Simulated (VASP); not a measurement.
Data:

```xyz
2
Lattice="0.0000 2.8308 2.8308 2.8308 0.0000 2.8308 2.8308 2.8308 0.0000" Properties=species:S:1:pos:R:3 pbc="T T T"
Ba     0.0000     0.0000     0.0000
O      2.8308     2.8308     2.8308
```

Method: revPBE GGA, VASP's PBE PAW potentials (set 64) (plane waves; VASP). Settings: 520 eV cut-off, Gaussian smearing of 0.050 eV, potentials Ba_sv O.

Unless said otherwise, spin-orbit coupling is left out, though it shifts the bands of the heavy elements here.

Estimate the band gap (along the path) with the smallest direct gap where there is one.

```json
{
 "band gap (along the path)": "2.26 eV",
 "smallest direct gap (along the path)": "2.26 eV"
}
```

The compound is BaO in the rock salt structure. It was relaxed first, which changed the volume by +7 %.
